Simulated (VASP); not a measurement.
Here is the system:

```
CSi
1.0
    2.85757     0.00000     0.00000
   -1.42878     2.47473     0.00000
    0.00000     0.00000     4.69789
Si C
2 2
Direct
  0.00000   0.00000   0.00000
  0.00000   0.00000   0.50000
  0.33333   0.66667   0.25000
  0.66667   0.33333   0.75000
```

Calculation: r2SCAN meta-GGA, VASP's PBE PAW potentials (set 64) (plane waves; VASP 6.6.1). Settings: 520 eV cut-off, 14×14×7 Γ-centred mesh, tetrahedra with Blöchl corrections, potentials Si C.

**Question.** Estimate the energy per atom (σ→0), band gap (over mesh and band path) with the smallest direct gap where there is one.

**Answer.** 
```json
{
  "band gap (over mesh and band path)": "none (metal, semimetal or under 0.01 eV)",
  "energy per atom (σ→0)": "-8.803 eV/atom"
}
```

Only differences to runs with the same potentials and settings are physical.

The structure was generated: SiC was put into the NiAs type (P6_3/mmc), which need not be its known phase. It was relaxed first, which changed the volume by -32 %.
